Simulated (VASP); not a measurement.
A cell of Tb2SeO2 (space group P-3m1) near equilibrium:

```
CELL_PARAMETERS angstrom
      3.84878     0.00000     0.00000
     -1.92439     3.33314     0.00000
      0.00000     0.00000     6.82253
ATOMIC_POSITIONS crystal
  Tb 0.33333 0.66667 0.29091
  Tb 0.66667 0.33333 0.70909
  Se 0.00000 0.00000 0.00000
  O  0.33333 0.66667 0.62530
  O  0.66667 0.33333 0.37470
```

All values below come from r2SCAN meta-GGA, VASP's PBE PAW potentials (set 64) (plane waves; VASP 6.6.1).

The 4f electrons are frozen in the core of the lanthanide potential, so 4f levels, which can set the real gap, and their magnetism are missing.

```
run               ΔE (meV/atom)    σxx    σyy    σzz  largest shear component, with its sign (GPa)  largest force (eV/Å)  gap (eV)
----------------  -------------  -----  -----  -----  --------------------------------------------  --------------------  --------
as it is                    0.0  -0.07  -0.07  -0.03                                          0.00                 0.011      2.51
after one change            4.3   0.16   0.06   0.08                                          0.46                 0.582      2.49
```
Stress is in GPa, positive when the cell is compressed; gaps are those on the k-mesh, and 0.00 means metallic.

Name the change that produced these shifts.
(A) atom 2 (Tb) moved by -0.075 Å along x
(B) biaxial strain of -3.0 % in the xy plane
(C) atom 2 (Tb) moved by -0.150 Å along x
(D) isotropic strain of -1.0 %

A, atom 2 (Tb) moved by -0.075 Å along x

The structure comes from a computed database's Tb2SeO2 entry (P-3m1); how it stands against other phases isn't given here.
